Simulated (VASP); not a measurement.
ZrTaO4:

```
Zr Ta O
1.0
     4.59766    0.00000    0.00000
    -2.29883    3.98169    0.00000
     0.00000    0.00000    4.72052
Zr Ta O
1 1 4
Direct
  0.66667 0.33333 0.50000
  0.33333 0.66667 0.50000
  0.66667 0.33333 0.00000
  0.86692 0.13308 0.00000
  0.86692 0.73385 0.00000
  0.26615 0.13308 0.00000
```

The cell was built by a generator and needn't be a form met in nature.

- Program: VASP 6.6.1
- Task: relaxation of cell and atoms
- Functional: PBE
- Potentials or basis: VASP PAW PBE potentials, release 64 (Zr_sv, Ta_pv, O)
- Cutoff: 520 eV
- k mesh: 4 × 4 × 3
- Occupations: gaussian, width 0.15 eV
- Spin: no spin polarisation

At the start: pressure 13.6 GPa; volume 14.40 Å³/atom.

Q: Where does the relaxation end?

A: Over 12 steps the energy falls by 660.4 meV/atom and the volume is 15.41 Å³/atom (+7.0 %); space group P-6m2 (No. 187, to 0.05 Å).

Step by step:
```
step  energy change (eV)  largest force (eV/Å)  pressure (GPa)  volume (Å³)
   1              0.0000                1.3478           13.65        86.42
   2             -3.2728                0.1499           -9.10       101.06
   3             -3.4029                0.2174          -11.19       103.73
   4             -3.2033                0.8057           10.63        90.35
   5             -3.8776                0.0810           -3.93        97.20
   6             -3.8788                0.0932           -3.50        96.96
   7             -3.9396                0.3109            0.31        93.05
   8             -3.9412                0.2838           -0.11        93.54
   9             -3.9412                0.2772           -0.22        93.64
  10             -3.9508                0.2143            0.06        93.11
  11             -3.9575                0.1131            1.07        92.08
  12             -3.9626                0.0338            0.12        92.47
```

Final structure:
```yaml
crystal:
  lattice:
    - [5.22088, 0.00000, 0.00000]
    - [-2.61044, 4.52141, 0.00000]
    - [0.00000, 0.00000, 3.91727]
  atoms:
    - { symbol: Zr, position: [0.66667, 0.33333, 0.50000] }
    - { symbol: Ta, position: [0.33333, 0.66667, 0.50000] }
    - { symbol: O, position: [0.66667, 0.33333, 0.00000] }
    - { symbol: O, position: [0.86163, 0.13837, 0.00000] }
    - { symbol: O, position: [0.86163, 0.72326, 0.00000] }
    - { symbol: O, position: [0.27674, 0.13837, 0.00000] }
```

Caveat: the k mesh is coarse (spacing up to 0.44 Å⁻¹), so the values aren't converged; an odd number of electrons without spin polarisation forces a metal; a magnetic or distorted state may lie lower.
